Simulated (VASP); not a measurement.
**NbN (space group Fm-3m): computed properties**

Computed with PBE GGA with D3 dispersion (Becke-Johnson damping), VASP's PBE PAW potentials (set 64) (plane waves; VASP).

- space group = Fm-3m (225)
- cell = a = b = c = 4.3814 Å, α = β = γ = 90.00°
- volume per atom = 10.51 Å³/atom
- band gap (over mesh and band path) = none (metal, semimetal or under 0.01 eV)
- density = 8.44 g/cm³

Space group Fm-3m (No. 225); a = b = c = 4.381 Å, α = β = γ = 90.00°

```csv
atom,site,symmetry,x,y,z
Nb,4b,m-3m,0.5000,0.5000,0.5000
N,4a,m-3m,0.0000,0.0000,0.0000
```
(The calculation used a cell of 2 atoms; values per cell refer to that cell.)

The structure comes from a measured NbN entry (Fm-3m) of the Crystallography Open Database, whose conditions weren't checked. It was relaxed first. Symmetry was kept, so distortions that lower it aren't found.
